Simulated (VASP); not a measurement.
Given:

```
BP
1.0
    0.00000     2.26535     2.26535
    2.26535     0.00000     2.26535
    2.26535     2.26535     0.00000
B P
1 1
Direct
  0.00000   0.00000   0.00000
  0.25000   0.25000   0.25000
```

Level of theory: revTPSS meta-GGA, VASP's PBE PAW potentials (set 64) (plane waves; VASP 6.6.1). Run with 520 eV cut-off, 10×10×10 Γ-centred mesh, Gaussian smearing of 0.050 eV, potentials B P.

### Question
The job: BP (zinc blende), 2 atoms, revTPSS, static run, 520 eV, 10×10×10 Γ-centred mesh. Roughly how much core time does it take on a busy server core?

### Answer
About 30 core-seconds (one run on a shared machine, a rough figure). It had 47 irreducible k-points, 8 bands, up to 636 plane waves and 17 electronic steps.

The compound is BP in the zinc blende structure. It was relaxed first.
